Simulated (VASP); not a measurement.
Here is the system:

```xyz
2
Lattice="2.7279 0.0000 0.0000 0.0000 2.7279 0.0000 0.0000 0.0000 3.7570" Properties=species:S:1:pos:R:3 pbc="T T T"
Fe     0.0000     0.0000     0.0000
Pt     1.3640     1.3640     1.8785
```
Starting moments (μB, in the order of the record's atoms Fe Pt): 2.9 0.3.

The numbers are results of PBE GGA, VASP's PBE PAW potentials (set 64) (plane waves; VASP 6.6.1), not measurements. Run with 480 eV cut-off, 12×12×10 Γ-centred mesh, first-order Methfessel-Paxton smearing of 0.10 eV, potentials Fe Pt.

Each relaxation starts from this cell; other phases were not tried.

### Question
The cell is relaxed at 2 GPa. What happens?

### Answer
The volume per atom goes from 13.98 to 13.86 Å³ (-0.8 %), and the cell becomes a = b = 2.7206 Å, c = 3.7453 Å, α = β = γ = 90.00°, space group P4/mmm.

### Question
The cell is relaxed at 20 GPa. What happens?

### Answer
The volume per atom goes from 13.98 to 12.91 Å³ (-7.7 %), and the cell becomes a = b = 2.653 Å, c = 3.668 Å, α = β = γ = 90.00°, space group P4/mmm.

Failed runs are left out, and for metals the shear rows, which the mesh's noise covers.

The compound is FePt in the L1_0 structure. The spin order is the one that the start imposed; others were not tried in this run.
